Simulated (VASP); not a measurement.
Output of a VASP run:

**OSZICAR**
```
       N       E                     dE             d eps       ncg     rms          rms(c)
DAV:   1     0.106632080251E+03    0.10663E+03   -0.71706E+03   696   0.118E+03
DAV:   2     0.424461983796E-01   -0.10659E+03   -0.96260E+02   840   0.293E+02
DAV:   3    -0.660040521839E+01   -0.66429E+01   -0.65863E+01   908   0.645E+01
DAV:   4    -0.686113666126E+01   -0.26073E+00   -0.26045E+00  1180   0.123E+01
DAV:   5    -0.686316006771E+01   -0.20234E-02   -0.20233E-02   912   0.988E-01    0.585E+00
DAV:   6    -0.672395048379E+01    0.13921E+00   -0.21684E-01   848   0.285E+00    0.409E+00
DAV:   7    -0.670497138603E+01    0.18979E-01   -0.10868E-01   888   0.212E+00    0.143E+00
DAV:   8    -0.670473866010E+01    0.23273E-03   -0.13541E-02   916   0.109E+00    0.163E-01
DAV:   9    -0.670475880365E+01   -0.20144E-04   -0.32193E-04   912   0.142E-01    0.686E-02
DAV:  10    -0.670479199137E+01   -0.33188E-04   -0.71786E-05   924   0.634E-02    0.376E-02
DAV:  11    -0.670478872008E+01    0.32713E-05   -0.15347E-05   880   0.329E-02    0.289E-03
DAV:  12    -0.670478889933E+01   -0.17925E-06   -0.50379E-07   628   0.630E-03
   1 F= -.49820643E+01 E0= -.49820643E+01  d E =-.498206E+01
```

File OUTCAR:
```
------------------------ aborting loop because EDIFF is reached ----------------------------------------
  FORCE on cell =-STRESS in cart. coord.  units (eV):
  Direction    XX          YY          ZZ          XY          YZ          ZX
  --------------------------------------------------------------------------------------
  Total        1.7098368      1.7098368      1.7098368      0.0000000      0.0000000      0.0000000
  in kB       49.6259460     49.6259460     49.6259460      0.0000000      0.0000000      0.0000000
  external PRESSURE =      -0.3740540 kB  Pullay stress =      50.0000000 kB
  volume of cell :       55.20
      direct lattice vectors                 reciprocal lattice vectors
     0.000000000  3.022099893  3.022099893    -0.165447873  0.165447873  0.165447873
     3.022099893  0.000000000  3.022099893     0.165447873 -0.165447873  0.165447873
     3.022099893  3.022099893  0.000000000     0.165447873  0.165447873 -0.165447873
  FREE ENERGIE OF THE ION-ELECTRON SYSTEM (eV)
  ---------------------------------------------------
  free  energy   TOTEN  =        -6.7047888993 eV

  energy  without entropy=       -6.7047888993  energy(sigma->0) =       -6.70478890
  enthalpy is  TOTEN    =        -4.9820642647 eV   P V=        1.7227246347

 reached required accuracy - stopping structural energy minimisation
```
(Selected blocks of OUTCAR.)

File POSCAR:
```
KBr
1
    0.0000000000     3.0220998931     3.0220998931
    3.0220998931     0.0000000000     3.0220998931
    3.0220998931     3.0220998931    -0.0000000000
K Br
1 1
Direct
  0.0000000000   0.0000000000   0.0000000000
  0.5000000000   0.5000000000   0.5000000000
```

**Question.** Write an INCAR and KPOINTS that could have produced this output.

**Answer.** Several could match; the one computed here: the input of the run itself, LDA (Ceperley-Alder, Perdew-Zunger), plane waves, VASP's LDA PAW potentials (set 64).

INCAR:
```
! general
SYSTEM =KBr
PREC   =Accurate
ENCUT  =500
LREAL  =.False.   ! projection in real space or not
LASPH  =.True.

! electronic loop
EDIFF  =1E-6   ! SCF stop (eV)
NELM   =100   ! most electronic steps
ALGO   =Normal
LMAXMIX=4   ! l cut-off of mixed one-centre charges

! smearing
ISMEAR =0   ! Gaussian
SIGMA  =0.05   ! width (eV)

! ions
IBRION =2
NSW    =40   ! most ionic steps
ISIF   =3   ! ions, shape and volume
EDIFFG =-0.02   ! ionic stop
PSTRESS=50   ! kbar

! output
LWAVE  =.False.
LCHARG =.False.
```

**KPOINTS**
```
Automatic mesh
0
Gamma
8 8 8
0 0 0
```

POTCAR, in this order: K_sv Br (LDA.64 set). Program: vasp_std.

The compound is KBr in the rock salt structure. It was relaxed first under an external pressure of 5 GPa.
